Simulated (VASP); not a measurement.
Given:

```yaml
crystal:
  lattice:
    - [4.52880, 2.26440, 2.26440]
    - [2.26440, 4.52880, 2.26440]
    - [2.26440, 2.26440, 4.52880]
  atoms:
    - { symbol: Mn, position: [0.00000, 0.00000, 0.00000], spin: 5.0 }
    - { symbol: Mn, position: [0.50000, 0.50000, 0.50000], spin: -5.0 }
    - { symbol: O, position: [0.25000, 0.25000, 0.25000] }
    - { symbol: O, position: [0.75000, 0.75000, 0.75000] }
```

Calculation: PBE GGA, VASP's PBE PAW potentials (set 64) (plane waves; VASP 6.6.1). Settings: 520 eV cut-off, 7×7×7 Γ-centred mesh, Gaussian smearing of 0.050 eV, potentials Mn_pv O.

Q: Give the stress tensor in GPa (positive for a compressed cell).

A: 
```
-7.78  -1.39  -1.39
-1.39  -7.78  -1.39
-1.39  -1.39  -7.78
```
The pressure is its mean diagonal, -7.78 GPa.

The compound is MnO in the rock salt, AFM-II order structure. The cell was not relaxed at this level.
